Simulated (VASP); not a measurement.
# A VASP study of TiO2 (Rutile) (LDA): structure first, properties next, part 2 of 2

Aim: relax TiO2 (Rutile) with LDA, compute its properties on that cell and hold them against experiment. The start is a cell from a database of measured crystal structures.

VASP 6.6.1, plane waves and PAW; the level of theory is named at each step.

So far, least gap on mesh and path (eV): step 5 (bands along the symmetry lines (LDA)) 1.81. The relaxed cell has a = 4.554, c = 2.922 Å (conventional setting).

## 8. Optical spectrum (LDA)

LOPTICS sums transitions from filled to empty bands. NBANDS is raised for it.

INCAR

```
SYSTEM = TiO2
PREC = Accurate
ENCUT = 520
EDIFF = 1E-06
NELM = 100
ISMEAR = 0
SIGMA = 0.05
LREAL = .FALSE.
ALGO = Normal
GGA = CA
NBANDS = 72
LASPH = .TRUE.
LORBIT = 11
LWAVE = .FALSE.
LCHARG = .FALSE.
KPAR = 4
LOPTICS = .TRUE.
NEDOS = 1500
CSHIFT = 0.1
```

POSCAR

```
TiO2
1.0
    4.5538770754      0.0000000000      0.0000000000
    0.0000000000      4.5538770754      0.0000000000
    0.0000000000      0.0000000000      2.9223175183
Ti O
2 4
Direct
    0.0000000000      0.0000000000      0.0000000000
    0.5000000000      0.5000000000      0.5000000000
    0.3038648979      0.3038648979      0.0000000000
    0.1961351021      0.8038648979      0.5000000000
    0.6961351021      0.6961351021      0.0000000000
    0.8038648979      0.1961351021      0.5000000000
```

KPOINTS

```
Automatic mesh
0
Gamma
7 7 11
0 0 0
```

The projector-augmented-wave data sets are Ti_sv and O (LDA family, release 64).

On the command line:

```console
mpirun -np 4 vasp_std
```

Run time: 28 s. Hardware: 4 MPI ranks of Intel Xeon 6975P-C (Granite Rapids), shared host; peak memory 1.8 GiB; 1.8 min of CPU time.

These are independent-particle spectra without excitons or local fields, and fine structure depends on the mesh and on CSHIFT.

This step gave:

```
electronic steps     : 16
bands                : 72
irreducible k points : 60
Fermi energy         : 5.111 eV
pressure             : 0.03074 GPa
```

The imaginary dielectric function has structure finer than the step of the table below, so its rows give means over 0.5 eV, whole bins alone (the curve runs from 0 to 25.0 eV). Peaks (eV: height): xx 2.99: 10.3, 3.46: 10.4, 4.56: 9.44, 7.86: 6.98, 20.12: 2.33; zz 3.77: 13.5, 5.97: 5.99, 7.70: 13.2.

The imaginary dielectric function by photon energy; means over each step:

| photon energy (eV) | xx | zz |
| --- | --- | --- |
| 0.5 | 0.0375 | 0.0459 |
| 1.0 | 0.0860 | 0.105 |
| 1.5 | 0.172 | 0.209 |
| 2.0 | 0.438 | 0.506 |
| 2.5 | 2.06 | 3.10 |
| 3.0 | 8.60 | 10.1 |
| 3.5 | 10.0 | 12.2 |
| 4.0 | 8.93 | 12.0 |
| 4.5 | 8.77 | 8.49 |
| 5.0 | 6.28 | 5.55 |
| 5.5 | 4.13 | 3.88 |
| 6.0 | 3.50 | 5.03 |
| 6.5 | 4.06 | 5.06 |
| 7.0 | 4.98 | 5.67 |
| 7.5 | 5.92 | 10.5 |
| 8.0 | 6.42 | 10.3 |
| 8.5 | 4.89 | 7.71 |
| 9.0 | 2.97 | 5.32 |
| 9.5 | 1.74 | 3.69 |
| 10.0 | 1.61 | 2.30 |
| 10.5 | 1.52 | 1.54 |
| 11.0 | 1.35 | 1.02 |
| 11.5 | 1.29 | 0.810 |
| 12.0 | 1.40 | 0.646 |
| 12.5 | 1.46 | 0.796 |
| 13.0 | 2.02 | 0.784 |
| 13.5 | 1.63 | 0.696 |
| 14.0 | 1.12 | 0.821 |
| 14.5 | 1.25 | 1.10 |
| 15.0 | 1.21 | 1.25 |
| 15.5 | 1.16 | 1.44 |
| 16.0 | 1.08 | 1.41 |
| 16.5 | 1.28 | 1.46 |
| 17.0 | 1.18 | 1.66 |
| 17.5 | 1.24 | 1.94 |
| 18.0 | 1.40 | 1.61 |
| 18.5 | 1.64 | 1.60 |
| 19.0 | 1.69 | 1.77 |
| 19.5 | 1.70 | 1.83 |
| 20.0 | 2.09 | 1.64 |
| 20.5 | 1.82 | 1.08 |
| 21.0 | 1.52 | 0.929 |
| 21.5 | 1.42 | 1.05 |
| 22.0 | 1.31 | 1.16 |
| 22.5 | 1.27 | 1.20 |
| 23.0 | 1.14 | 1.07 |
| 23.5 | 1.27 | 0.815 |
| 24.0 | 1.13 | 0.608 |
| 24.5 | 0.884 | 0.549 |

The real dielectric function by photon energy:

| photon energy (eV) | xx | zz |
| --- | --- | --- |
| 0 | 7.79 | 9.10 |
| 1 | 8.17 | 9.57 |
| 2 | 9.98 | 11.8 |
| 3 | 10.9 | 13.1 |
| 4 | 3.37 | 2.98 |
| 5 | 0.236 | 0.992 |
| 6 | 1.97 | 3.24 |
| 7 | 3.37 | 5.43 |
| 8 | -0.249 | -1.45 |
| 9 | -1.91 | -3.75 |
| 10 | -0.0269 | -2.94 |
| 11 | 0.455 | -1.21 |
| 12 | 0.797 | -0.346 |
| 13 | 1.01 | 0.236 |
| 14 | 0.686 | 0.901 |
| 15 | 0.970 | 1.10 |
| 16 | 1.30 | 1.14 |
| 17 | 1.20 | 1.14 |
| 18 | 1.37 | 0.685 |
| 19 | 1.07 | 0.776 |
| 20 | 1.06 | -0.0961 |
| 21 | 0.359 | 0.211 |
| 22 | 0.397 | 0.467 |
| 23 | 0.352 | 0.148 |
| 24 | 0.157 | 0.132 |

Its static limit, 8.22, stands beside 8.01 from the response with local fields; local fields, the finite band count and the meshes make the difference. The mean of ε2 over directions passes 5 % of its top at 2.20 eV, against a least direct gap of 1.81 eV on this mesh, so the first direct transitions are weak, forbidden or few.

## 9. A semilocal run for the hybrid's start

A hybrid converges badly from random orbitals, so a cheap semilocal run writes a WAVECAR on the same mesh first.

INCAR

```
SYSTEM = TiO2
PREC = Accurate
ENCUT = 520
EDIFF = 1E-05
NELM = 100
ISMEAR = 0
SIGMA = 0.05
LREAL = .FALSE.
ALGO = Normal
GGA = CA
NBANDS = 30
LASPH = .TRUE.
LORBIT = 11
LWAVE = .TRUE.
LCHARG = .FALSE.
KPAR = 4
```

POSCAR is that of step 8.

KPOINTS

```
Automatic mesh
0
Gamma
3 3 5
0 0 0
```

On the command line:

```console
mpirun -np 4 vasp_std
```

The job ended after 3.6 s (4 MPI ranks; peak memory 0.58 GiB; 12 s of CPU time).

A gap read on the k-mesh alone can miss the band edges.

This step gave:

| Quantity | Value |
| --- | --- |
| electronic steps | 14 |
| bands | 30 |
| irreducible k points | 9 |
| free energy (TOTEN) | -58.7738 eV |
| Fermi energy | 5.251 eV |
| pressure | 0.1276 GPa |
| gap on the k-mesh | 1.809 eV |
| least direct gap on the k-mesh | 1.809 eV |

## 10. Bands along the symmetry lines (HSE06)

This step: HSE06; plane waves and PAW (Ti_sv, O) (VASP 6.6.1).

HSE06 mixes in a quarter of exact exchange at short range, at far higher cost; in semiconductors this cures much of the gap error, while metals seldom gain.

INCAR

```
SYSTEM = TiO2
PREC = Accurate
ENCUT = 520
EDIFF = 1E-06
NELM = 100
ISMEAR = 0
SIGMA = 0.05
LREAL = .FALSE.
ALGO = Normal
LHFCALC = .TRUE.
AEXX = 0.25
GGA = PE
HFSCREEN = 0.2
LASPH = .TRUE.
NBANDS = 30
PRECFOCK = Fast
LORBIT = 11
LWAVE = .FALSE.
LCHARG = .FALSE.
KPAR = 4
```

POSCAR is that of step 9.

KPOINTS is that of step 9.

KPOINTS_OPT

```
Line mode
6
Line-mode
Reciprocal
  0.00000000   0.00000000   0.00000000 GAMMA
  0.00000000   0.50000000   0.00000000 X

  0.00000000   0.50000000   0.00000000 X
  0.50000000   0.50000000   0.00000000 M

  0.50000000   0.50000000   0.00000000 M
  0.00000000   0.00000000   0.00000000 GAMMA

  0.00000000   0.00000000   0.00000000 GAMMA
  0.00000000   0.00000000   0.50000000 Z

  0.00000000   0.00000000   0.50000000 Z
  0.00000000   0.50000000   0.50000000 R

  0.00000000   0.50000000   0.50000000 R
  0.50000000   0.50000000   0.50000000 A

  0.50000000   0.50000000   0.50000000 A
  0.00000000   0.00000000   0.50000000 Z

  0.00000000   0.50000000   0.00000000 X
  0.00000000   0.50000000   0.50000000 R

  0.50000000   0.50000000   0.00000000 M
  0.50000000   0.50000000   0.50000000 A
```

The run starts from files that an earlier step left in the folder.

On the command line:

```console
mpirun -np 4 vasp_std
```

Run time: 11 min. Hardware: 4 MPI ranks; peak memory 1.2 GiB; 46 min of CPU time.

The k-mesh is coarse for exact exchange; levels may shift by about 0.1 eV on a finer one. The PAW data sets were made with LDA, a small mismatch for this functional.

This step gave:

```
free energy (TOTEN)               : -66.4290 eV
Fermi energy                      : 4.574 eV
least gap on mesh and path        : 3.447 eV
least direct gap on mesh and path : 3.447 eV
```

The electronic bands at the labelled points (eV, zero at the valence-band top; v1 is the highest filled band, c1 the lowest empty one):

| point | v4 | v3 | v2 | v1 | c1 | c2 | c3 | c4 |
| --- | --- | --- | --- | --- | --- | --- | --- | --- |
| Γ | -0.75 | -0.46 | -0.46 | 0.00 | 3.45 | 3.75 | 4.09 | 4.20 |
| 0.60 of the way | -1.93 | -1.27 | -0.96 | -0.38 | 3.88 | 4.21 | 4.56 | 4.64 |
| X | -1.79 | -1.79 | -0.85 | -0.85 | 4.21 | 4.21 | 4.83 | 4.83 |
| 0.40 of the way | -1.67 | -1.67 | -1.11 | -1.11 | 3.99 | 3.99 | 4.61 | 4.61 |
| M | -1.45 | -1.45 | -1.17 | -1.17 | 3.47 | 3.47 | 4.23 | 4.23 |
| 0.60 of the way | -1.66 | -1.13 | -0.98 | -0.28 | 3.52 | 4.21 | 4.24 | 4.67 |
| Γ | -0.75 | -0.46 | -0.46 | 0.00 | 3.45 | 3.75 | 4.09 | 4.20 |
| 0.60 of the way | -1.97 | -1.87 | -1.87 | -0.85 | 3.94 | 4.38 | 4.87 | 5.05 |
| Z | -2.64 | -2.64 | -1.63 | -1.63 | 4.71 | 4.71 | 5.10 | 5.10 |
| 0.60 of the way | -2.02 | -2.02 | -1.67 | -1.67 | 3.91 | 3.91 | 5.12 | 5.12 |
| R | -2.29 | -2.29 | -1.18 | -1.18 | 3.49 | 3.49 | 5.13 | 5.14 |
| 0.60 of the way | -1.61 | -1.61 | -0.93 | -0.93 | 3.91 | 3.91 | 5.15 | 5.15 |
| A | -1.44 | -1.44 | -0.75 | -0.75 | 4.28 | 4.28 | 4.97 | 4.97 |
| 0.40 of the way | -1.87 | -1.54 | -1.41 | -1.08 | 3.65 | 4.42 | 4.94 | 5.14 |
| Z | -2.64 | -2.64 | -1.63 | -1.63 | 4.71 | 4.71 | 5.10 | 5.10 |
| jump to X | -1.79 | -1.79 | -0.85 | -0.85 | 4.21 | 4.21 | 4.83 | 4.83 |
| 0.40 of the way | -2.32 | -2.32 | -0.84 | -0.84 | 4.38 | 4.38 | 4.91 | 4.91 |
| R | -2.29 | -2.29 | -1.18 | -1.18 | 3.49 | 3.49 | 5.13 | 5.14 |
| jump to M | -1.45 | -1.45 | -1.17 | -1.17 | 3.47 | 3.47 | 4.23 | 4.23 |
| 0.60 of the way | -1.84 | -1.84 | -1.26 | -1.26 | 4.65 | 4.65 | 4.71 | 4.71 |
| A | -1.44 | -1.44 | -0.75 | -0.75 | 4.28 | 4.28 | 4.97 | 4.97 |

Of the projections kept (Ti, O), the largest for each band there; the rest of the weight can lie on other orbitals:

| point | v4 | v3 | v2 | v1 | c1 | c2 | c3 | c4 |
| --- | --- | --- | --- | --- | --- | --- | --- | --- |
| Γ | O 0.95 | O 0.98 | O 0.98 | O 0.97 | Ti 0.99 | Ti 0.91 | Ti 0.98 | Ti 1.00 |
| X | O 0.85 | O 0.85 | O 0.97 | O 0.97 | Ti 0.89 | Ti 0.89 | Ti 0.93 | Ti 0.93 |
| M | O 0.92 | O 0.92 | O 0.93 | O 0.93 | Ti 0.97 | Ti 0.97 | Ti 1.00 | Ti 1.00 |
| Γ | O 0.95 | O 0.98 | O 0.98 | O 0.97 | Ti 0.99 | Ti 0.91 | Ti 0.98 | Ti 1.00 |
| Z | O 0.86 | O 0.86 | O 0.88 | O 0.88 | Ti 0.87 | Ti 0.87 | Ti 0.96 | Ti 0.96 |
| R | O 0.77 | O 0.77 | O 0.99 | O 0.99 | Ti 0.99 | Ti 0.99 | Ti 0.97 | Ti 0.97 |

The gap moves by +1.63 eV against LDA, which ran on another mesh.

## 11. Bands along the symmetry lines (TB-mBJ)

This step: TB-mBJ; plane waves and PAW (Ti_sv, O) (VASP 6.6.1).

The mesh alone shows little of the dispersion and can miss band extrema, so KPOINTS_OPT adds a path through the symmetry points after the self-consistent cycle. TB-mBJ is a local potential fitted to gaps: it costs far less than a hybrid but gives no energy.

INCAR

```
SYSTEM = TiO2
PREC = Accurate
ENCUT = 520
EDIFF = 1E-06
NELM = 150
ISMEAR = 0
SIGMA = 0.05
LREAL = .FALSE.
ALGO = Normal
METAGGA = MBJ
LASPH = .TRUE.
NBANDS = 40
LORBIT = 11
LWAVE = .FALSE.
LCHARG = .FALSE.
KPAR = 4
```

POSCAR is that of step 10.

KPOINTS

```
Automatic mesh
0
Gamma
5 5 8
0 0 0
```

KPOINTS_OPT: that of step 10 with these lines changed.

```diff
@@ -1,3 +1,3 @@
 Line mode
-6
+16
 Line-mode
```

On the command line:

```console
mpirun -np 4 vasp_std
```

Elapsed: 71 s, on 4 MPI ranks; peak memory 1 GiB; 4.7 min of CPU time.

This functional is a potential without an energy, so its energies, forces and stress mean nothing and are not read.

This step gave:

* electronic steps: 67
* bands: 40
* irreducible k points: 30
* Fermi energy: 6.162 eV
* least gap on mesh and path: 2.787 eV
* least direct gap on mesh and path: 2.797 eV
* conduction bottom at k: 0.5, 0.5, 0

Electronic bands along the path, in eV, zero at the valence-band top; v1 is the highest filled band, c1 the lowest empty one:

| point | v4 | v3 | v2 | v1 | c1 | c2 | c3 | c4 |
| --- | --- | --- | --- | --- | --- | --- | --- | --- |
| Γ | -0.86 | -0.56 | -0.56 | 0.00 | 2.80 | 3.13 | 3.39 | 3.39 |
| 0.53 of the way | -1.50 | -1.19 | -0.89 | -0.26 | 3.12 | 3.56 | 3.65 | 3.71 |
| X | -1.67 | -1.67 | -0.73 | -0.73 | 3.52 | 3.52 | 3.93 | 3.93 |
| 0.53 of the way | -1.53 | -1.53 | -1.08 | -1.08 | 3.15 | 3.15 | 3.63 | 3.63 |
| M | -1.41 | -1.41 | -1.15 | -1.15 | 2.79 | 2.79 | 3.41 | 3.41 |
| 0.47 of the way | -1.69 | -1.27 | -1.15 | -0.48 | 2.84 | 3.40 | 3.56 | 3.93 |
| Γ | -0.86 | -0.56 | -0.56 | 0.00 | 2.80 | 3.13 | 3.39 | 3.39 |
| 0.53 of the way | -1.71 | -1.59 | -1.59 | -0.52 | 3.27 | 3.41 | 3.83 | 3.97 |
| Z | -2.10 | -2.10 | -1.38 | -1.38 | 3.88 | 3.88 | 4.17 | 4.17 |
| 0.53 of the way | -1.66 | -1.66 | -1.49 | -1.49 | 3.35 | 3.35 | 4.18 | 4.18 |
| R | -1.89 | -1.89 | -1.06 | -1.06 | 2.96 | 2.96 | 4.19 | 4.19 |
| 0.53 of the way | -1.41 | -1.41 | -0.89 | -0.89 | 3.23 | 3.23 | 4.22 | 4.22 |
| A | -1.23 | -1.23 | -0.71 | -0.71 | 3.58 | 3.58 | 4.12 | 4.12 |
| 0.53 of the way | -1.72 | -1.55 | -1.34 | -1.21 | 3.14 | 3.74 | 4.10 | 4.17 |
| Z | -2.10 | -2.10 | -1.38 | -1.38 | 3.88 | 3.88 | 4.17 | 4.17 |
| jump to X | -1.67 | -1.67 | -0.73 | -0.73 | 3.52 | 3.52 | 3.93 | 3.93 |
| 0.47 of the way | -2.00 | -2.00 | -0.78 | -0.78 | 3.55 | 3.55 | 4.12 | 4.12 |
| R | -1.89 | -1.89 | -1.06 | -1.06 | 2.96 | 2.96 | 4.19 | 4.19 |
| jump to M | -1.41 | -1.41 | -1.15 | -1.15 | 2.79 | 2.79 | 3.41 | 3.41 |
| 0.53 of the way | -1.60 | -1.60 | -1.30 | -1.30 | 3.64 | 3.64 | 3.80 | 3.80 |
| A | -1.23 | -1.23 | -0.71 | -0.71 | 3.58 | 3.58 | 4.12 | 4.12 |

Of the projections kept (Ti, O), the largest for each band there; the rest of the weight can lie on other orbitals:

| point | v4 | v3 | v2 | v1 | c1 | c2 | c3 | c4 |
| --- | --- | --- | --- | --- | --- | --- | --- | --- |
| Γ | O 0.96 | O 0.99 | O 0.99 | O 0.97 | Ti 1.00 | Ti 0.93 | Ti 1.00 | Ti 1.00 |
| X | O 0.87 | O 0.87 | O 0.97 | O 0.97 | Ti 0.90 | Ti 0.90 | Ti 0.94 | Ti 0.94 |
| M | O 0.93 | O 0.93 | O 0.94 | O 0.94 | Ti 0.98 | Ti 0.98 | Ti 1.00 | Ti 1.00 |
| Γ | O 0.96 | O 0.99 | O 0.99 | O 0.97 | Ti 1.00 | Ti 0.93 | Ti 1.00 | Ti 1.00 |
| Z | O 0.88 | O 0.88 | O 0.89 | O 0.89 | Ti 0.89 | Ti 0.89 | Ti 0.98 | Ti 0.98 |
| R | O 0.79 | O 0.79 | O 0.99 | O 0.99 | Ti 0.99 | Ti 0.99 | Ti 0.98 | Ti 0.98 |

The gap moves by +0.97 eV against LDA.

## 12. Summary of results

```
relaxed volume                                               : 10.10 Å³/atom
relaxed conventional cell a, b, c                            : 4.554, 4.554, 2.922 Å
space group after relaxing, within 0.02 Å                    : P4_2/mnm (No. 136)
band gap                                                     : 1.81 eV, direct
gap among the points of the DOS mesh alone, an upper bound   : 1.81 eV
static dielectric constant from modes and Born charges, mean : 181
electronic dielectric constant, mean                         : 8.01
highest zone-centre mode                                     : 817 cm⁻¹
strongest peak of ε2, mean over directions                   : 3.77 eV
ε1 at zero frequency, no local fields, mean                  : 8.22
band gap (HSE06)                                             : 3.45 eV, direct
band gap (TB-mBJ)                                            : 2.79 eV, indirect (least direct gap of that run 2.80 eV)
```

With LDA, TiO2 (Rutile) relaxes to 10.10 Å³/atom in space group P4_2/mnm (held by the symmetry of the run) and has a direct gap of 1.81 eV (3.45 eV with HSE06). Against the listed cell the volume lies -2.8 % (a -0.8 %, c -1.2 %). Zone-centre phonons (LDA): The infrared spectrum is led by the line at 149 cm⁻¹, followed by 144 and 490. Zone-centre phonons (LDA): The highest mode in this list at Γ, 816.9 cm⁻¹, is mostly motion of O (100 % of the kinetic energy). Bands along the symmetry lines (HSE06): On this path the gap is direct, 3.45 eV, with the valence top at Γ and the conduction bottom at Γ. Bands along the symmetry lines (TB-mBJ): On this path the gap is indirect, 2.79 eV, with the valence top at Γ and the conduction bottom at M. The least direct gap is 2.80 eV. The other levels ran on the cell relaxed with LDA, and without spin-orbit coupling unless named. The gaps belong to a cell whose volume lies -2.8 % from the listed one, and gaps move with volume, which bears on their distance from experiment. Semilocal functionals usually underestimate gaps. Modes at Γ alone can't show that the crystal is stable at other wave vectors, and the LO-TO splitting is not included. No search among competing phases was made, and a listed structure need not be the one stable at ambient conditions. All values are for a static lattice at zero temperature.

Computed beside measured:

```
                 quantity  measured              LDA            HSE06           TB-mBJ
   lattice constant a (Å)     4.594   4.554 (-0.9 %)                -                -
   lattice constant c (Å)     2.959   2.922 (-1.2 %)                -                -
band gap (least gap) (eV)      3.05  1.81 (-1.24 eV)  3.45 (+0.40 eV)  2.79 (-0.26 eV)
    Raman mode, Eg (cm⁻¹)       447     464 (+3.9 %)                -                -
   Raman mode, A1g (cm⁻¹)       608     612 (+0.7 %)                -                -
```

Cost of the run behind each value, in core time: LDA 1.9 min, HSE06 46 min, TB-mBJ 4.7 min.

Measured values from arxiv:2005.06543 (2020), arxiv:2112.05953 (2021) and pmc:6079046 (2018).

How well it matches: The lattice constant a is off by -0.9 %: fair agreement. The lattice constant c is off by -1.2 %: fair agreement. For the band gap, of the levels listed nearest comes TB-mBJ (-0.26 eV, fair agreement) and farthest LDA (-1.24 eV, a clear miss). Zero-point and thermal motion shift the measured gap. The Raman mode is off by +3.9 %: fair agreement. The Raman mode is off by +0.7 %: good agreement. The grades are ours: good and fair within 0.7 and 1.5 % for the lattice constant a, 0.8 and 2 % for the lattice constant c and 3 and 7 % for the Raman mode. 1 further measured lines are left out: they lack a usable label, or no computed mode of their label or degeneracy could be paired (by label, or within 15 % without labels). Zero-point motion and thermal expansion are not in the computed lattice constants and Raman mode.

[Lines on the potential files, build, host, timing and source positions are cut from VASP's logs without a mark.]

[Logs are printed without paths, hosts, clocks, repeated set-up lines and the standing remarks that a program may print on its own settings, such as how far it seeks lower states.]

[Hosts, paths, dates, database ids (printed as entryN), source tags and the programs' standing remarks are cut or masked in the printed files.]

[A measured line is paired with the nearest computed mode of its activity, which favours agreement.]
